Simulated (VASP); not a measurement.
OSZICAR of a VASP run on MgO (rock salt):

### OSZICAR
```
       N       E                     dE             d eps       ncg     rms          rms(c)
DAV:   1     0.144355909827E+02    0.14436E+02   -0.47811E+03   880   0.880E+02
DAV:   2    -0.102895163463E+02   -0.24725E+02   -0.23881E+02   864   0.138E+02
DAV:   3    -0.106505153664E+02   -0.36100E+00   -0.36100E+00  1024   0.185E+01
DAV:   4    -0.106510714631E+02   -0.55610E-03   -0.55610E-03   952   0.628E-01
DAV:   5    -0.106510718202E+02   -0.35711E-06   -0.35711E-06  1056   0.132E-02    0.697E+00
DAV:   6    -0.921207854967E+01    0.14390E+01   -0.93588E+00   752   0.215E+01    0.226E+00
DAV:   7    -0.919767051327E+01    0.14408E-01   -0.38844E-02   776   0.251E+00    0.130E+00
DAV:   8    -0.919314522121E+01    0.45253E-02   -0.23848E-02   752   0.236E+00    0.157E-01
DAV:   9    -0.919303439090E+01    0.11083E-03   -0.56118E-04  1104   0.203E-01    0.709E-02
DAV:  10    -0.919312222331E+01   -0.87832E-04   -0.10759E-04   760   0.111E-01    0.386E-03
DAV:  11    -0.919312225118E+01   -0.27867E-07   -0.94083E-07   952   0.829E-03
   1 F= -.91931223E+01 E0= -.91931223E+01  d E =-.919312E+01
       N       E                     dE             d eps       ncg     rms          rms(c)
DAV:   1    -0.920103154330E+01   -0.79093E-02   -0.15649E-01   752   0.403E+00    0.642E-01
DAV:   2    -0.919384561462E+01    0.71859E-02   -0.51619E-02   768   0.168E+00    0.599E-02
DAV:   3    -0.919378101964E+01    0.64595E-04   -0.38867E-04   832   0.240E-01    0.369E-02
DAV:   4    -0.919374979444E+01    0.31225E-04   -0.35322E-05   816   0.633E-02    0.808E-03
DAV:   5    -0.919374925025E+01    0.54418E-06   -0.42035E-06   792   0.161E-02
   2 F= -.91937493E+01 E0= -.91937493E+01  d E =-.626999E-03
       N       E                     dE             d eps       ncg     rms          rms(c)
DAV:   1    -0.919425153414E+01   -0.50174E-03   -0.92024E-03   768   0.981E-01    0.156E-01
DAV:   2    -0.919382804971E+01    0.42348E-03   -0.30444E-03   752   0.407E-01    0.147E-02
DAV:   3    -0.919382504363E+01    0.30061E-05   -0.23316E-05   848   0.590E-02    0.907E-03
DAV:   4    -0.919382324521E+01    0.17984E-05   -0.21096E-06   696   0.154E-02    0.198E-03
DAV:   5    -0.919382325270E+01   -0.74918E-08   -0.25125E-07   424   0.402E-03
   3 F= -.91938233E+01 E0= -.91938233E+01  d E =-.701002E-03
```

Which electronic solver shows in the log?

It is blocked Davidson (ALGO = Normal, or the opening steps of other solvers). The INCAR had ALGO = Normal.

Can the final energy be trusted as converged?

Self-consistency was reached. It stopped with EDIFF = 1E-6, NELM = 100, NSW = 60 and EDIFFG = -0.01 after 3 ionic steps (vdW-DF-cx, plane waves, VASP's PBE PAW potentials (set 64)).

The compound is MgO in the rock salt structure. This run relaxes it. Symmetry was kept, so distortions that lower it aren't found.
